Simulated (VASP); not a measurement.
Ge:

```
Ge
1.0
     0.00000    2.82891    2.82891
     2.82891    0.00000    2.82891
     2.82891    2.82891    0.00000
Ge
2
Direct
  0.00000 0.00000 0.00000
  0.25000 0.25000 0.25000
```

* Program: VASP 6.6.1
* Task: relaxation of cell and atoms
* Functional: PBE
* Potentials or basis: VASP PAW PBE potentials, release 64 (Ge_d)
* Cutoff: 520 eV
* k mesh: 4 × 4 × 4
* Occupations: gaussian, width 0.02 eV
* Spin: no spin polarisation

At the start: pressure 3.7 GPa; volume 22.64 Å³/atom.

Question: How do energy, volume and symmetry change on relaxing?

Answer: Over 5 steps the energy falls by 20.8 meV/atom and the volume is 24.39 Å³/atom (+7.7 %); space group Fd-3m (No. 227, to 0.05 Å).

Step by step:
```
step  energy change (eV)  largest force (eV/Å)  pressure (GPa)  volume (Å³)
   1              0.0000                0.0000            3.71        45.28
   2             -0.0416                0.0000           -0.02        48.80
   3             -0.0416                0.0000            0.03        48.78
   4             -0.0416                0.0000            0.02        48.78
   5             -0.0416                0.0000            0.01        48.78
```

Final structure:
```
CELL_PARAMETERS angstrom
0.00000 2.90003 2.90003
2.90003 0.00000 2.90003
2.90003 2.90003 0.00000
ATOMIC_POSITIONS crystal
Ge 0.00000 0.00000 0.00000
Ge 0.25000 0.25000 0.25000
```

Caveat: the k mesh is coarse (spacing up to 0.48 Å⁻¹), so the values aren't converged.
